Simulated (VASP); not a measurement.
Set up this calculation in VASP 6.6.1, as the native input.

```
Task                   : single point
Functional             : PBE
Potentials or basis    : VASP PAW PBE potentials, release 64 (Sn_d, C, S)
Cutoff                 : 520 eV
k mesh                 : 4 × 4 × 4
Occupations            : gaussian, width 0.05 eV
Spin                   : no spin polarisation
Dipole correction      : no
Further INCAR settings : ALGO = Normal; EDIFF = 1e-06; NBANDS = 26
```

The structure of SnCS3 lies in POSCAR:

```
SnCS3
1.0
    4.2800000000      0.0000000000      0.0000000000
    0.0000000000      4.2800000000      0.0000000000
    0.0000000000      0.0000000000      4.2800000000
Sn C S
1 1 3
Direct
    0.0000000000      0.0000000000      0.0000000000
    0.5000000000      0.5000000000      0.5000000000
    0.5000000000      0.5000000000      0.0000000000
    0.5000000000      0.0000000000      0.5000000000
    0.0000000000      0.5000000000      0.5000000000
```

The cell comes from a database or a generator and needn't be the stable form of this composition.

One way to write it, as run:

INCAR

```
SYSTEM = SnCS3
PREC = Accurate
ENCUT = 520
EDIFF = 1E-6
ISMEAR = 0
SIGMA = 0.05
LREAL = .False.
LASPH = .True.
NELM = 100
ALGO = Normal
ISIF = 2
LWAVE = .False.
LCHARG = .False.
GGA = PE
NBANDS = 26
```

KPOINTS

```
Automatic mesh
0
Gamma
  4 4 4
  0 0 0
```

Potentials or basis: VASP PAW PBE potentials, release 64 (Sn_d, C, S).

Run with:

```bash
$ cat potpaw_PBE.64/Sn_d/POTCAR potpaw_PBE.64/C/POTCAR potpaw_PBE.64/S/POTCAR > POTCAR
$ mpirun -np 1 vasp_std > vasp.out
```

Results of the run:

- Pressure: 1.4 GPa
- Band gap on the k mesh: none (metal or under the smearing width)

Caveat: the k mesh is coarse (spacing up to 0.37 Å⁻¹), so the values aren't converged.

Wall time 14 s on 1 thread of Intel(R) Xeon(R) Platinum 8259CL CPU @ 2.50GHz (Skylake/Cascade Lake), with other jobs on the host, peak memory 0.17 GiB.
